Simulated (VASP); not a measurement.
Input:

```xyz
6
Lattice="4.8903 0.0000 0.0000 0.0000 5.5453 0.0000 0.0000 0.0000 2.6706" Properties=species:S:1:pos:R:3 pbc="T T T"
Fe     2.4452     2.7727     1.3353
Fe     0.0000     0.0000     0.0000
P      1.6044     4.8066     1.3353
P      3.2859     0.7387     1.3353
P      4.0496     3.5114     0.0000
P      0.8407     2.0339     0.0000
```

Calculation: LDA (Ceperley-Alder, Perdew-Zunger), VASP's LDA PAW potentials (set 64) (plane waves; VASP 6.6.1). Numerical set-up: 400 eV cut-off, Gaussian smearing of 0.050 eV, potentials Fe P.

Question: Give the energies of bands 8 to 21 at the high-symmetry points, in eV from the valence-band maximum.

Answer: 
```tsv
band	Γ	X	S	Y	Z	U	R	T
8	-4.29	-2.94	-3.70	-4.22	-4.97	-5.26	-5.99	-3.88
9	-3.44	-2.81	-2.60	-2.72	-3.09	-3.76	-3.34	-3.55
10	-3.28	-2.81	-2.60	-2.72	-3.09	-3.76	-3.34	-3.55
11	-2.16	-1.44	-1.60	-1.67	-2.64	-3.46	-2.89	-2.86
12	-1.65	-1.44	-1.60	-1.67	-2.64	-3.46	-2.89	-2.86
13	-1.39	-1.29	-1.47	-1.33	-2.35	-2.45	-1.46	-1.84
14	-1.31	-1.29	-1.47	-1.33	-2.35	-2.45	-1.46	-1.84
15	-0.76	-0.83	-0.94	-0.44	-1.13	-1.31	-1.00	-1.37
16	-0.40	-0.83	-0.94	-0.44	-1.13	-1.31	-1.00	-1.37
17	-0.17	-0.13	-0.09	-0.18	-0.58	-0.66	-0.03	-0.14
18	0.00	-0.13	-0.09	-0.18	-0.58	-0.66	-0.03	-0.14
19	2.39	3.83	2.12	2.95	0.74	1.26	0.97	0.78
20	2.82	3.83	2.12	2.95	0.74	1.26	0.97	0.78
21	4.83	4.43	5.20	3.63	2.49	2.41	2.61	1.65
```

The gap is indirect, 0.40 eV, from the valence maximum at Y-T at 0.33 to the conduction minimum at Γ-Z at 0.50.

The structure comes from a computed database's FeP2 entry (Pnnm); how it stands against other phases isn't given here. It was relaxed first. The run is not spin-polarised, so no magnetic state was tried.
